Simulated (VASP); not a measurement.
VASP runs on ZrN (rock salt) share one base input (PBE GGA, plane waves, VASP's PBE PAW potentials (set 64)) and change the settings named in each case.

**POSCAR**
```
ZrN
1.0
  0.0000000000   2.3358000000   2.3358000000
  2.3358000000   0.0000000000   2.3358000000
  2.3358000000   2.3358000000   0.0000000000
Zr N
1 1
direct
  0.0000000000   0.0000000000   0.0000000000
  0.5000000000   0.5000000000   0.5000000000
```

**INCAR**
```
SYSTEM = ZrN
PREC = Accurate; ENCUT = 520; LREAL = .False.
LASPH = .True.
EDIFF = 1E-6; NELM = 100; ALGO = Normal
LMAXMIX = 4
ISMEAR = 1; SIGMA = 0.1
GGA = PE
ISIF = 2
LWAVE = .False.; LCHARG = .False.
```

KPOINTS:
```
Automatic mesh
0
Gamma
12 12 12
0 0 0
```

POTCAR, in this order: Zr_sv N (PBE.64 set). Program: vasp_std.

```tsv
change	irreducible k-points
base run	72
ISYM = -1	1728
ISYM = 0	868
ISYM = 1	72
SYMPREC = 1E-3	72
```

Left out are runs that ran out of time, are held back, or changed the cell or the kind of run, fixed moments of cells without a moment, rows past the twelfth, gaps on odd meshes, pressures of charged cells and columns that move by less than the noise.

The compound is ZrN in the rock salt structure. The cell was not relaxed at this level. The electron count is odd and the run is not spin-polarised, which forces a metal.
